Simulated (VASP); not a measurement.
A convergence study with VASP on CoSi$_{2}$ (fluorite): one setting is varied, all else stays as given below, so the limit is that of these other settings.

```
CoSi2
1.0
    0.00000     2.68000     2.68000
    2.68000     0.00000     2.68000
    2.68000     2.68000     0.00000
Co Si
1 2
Cartesian
  0.00000   0.00000   0.00000
  1.34000   1.34000   1.34000
  4.02000   4.02000   4.02000
```

Level of theory: LDA (Ceperley-Alder, Perdew-Zunger), VASP's LDA PAW potentials (set 64) (plane waves; VASP). The tightest run used: 550 eV cut-off, 15×15×15 Monkhorst-Pack mesh, first-order Methfessel-Paxton smearing of 0.10 eV, potentials Co Si.

```json
[
 {"setting": "1×1×1 mesh", "E (eV/atom)": "0.0196", "pressure (GPa)": "100.30", "irreducible k-points": "1"},
 {"setting": "2×2×2 mesh", "E (eV/atom)": "-7.3909", "pressure (GPa)": "-9.50", "irreducible k-points": "2"},
 {"setting": "3×3×3 mesh", "E (eV/atom)": "-7.2280", "pressure (GPa)": "-9.08", "irreducible k-points": "4"},
 {"setting": "4×4×4 mesh", "E (eV/atom)": "-7.2928", "pressure (GPa)": "-8.53", "irreducible k-points": "10"},
 {"setting": "5×5×5 mesh", "E (eV/atom)": "-7.2853", "pressure (GPa)": "-8.33", "irreducible k-points": "10"}
]
```

Problem. These are the cheaper rows. Estimate the results at 15×15×15 mesh, and how far the last row shown lies from them.

Solution. 
```tsv
quantity	tightest run	last row shown is off by
E (eV/atom)	-7.2926	0.0074
pressure (GPa)	-8.76	0.43
```

VASP warned of too few bands at 1×1×1 mesh.

Left out are rungs that failed or repeat a setting and relaxations that didn't move; long series are thinned to 24 rows.

The compound is CoSi2 in the fluorite structure. The cell was not relaxed at this level. The run is not spin-polarised, so no magnetic state was tried. The electron count is odd and the run is not spin-polarised, which forces a metal. VASP warned that the highest band is occupied, so more bands are needed.
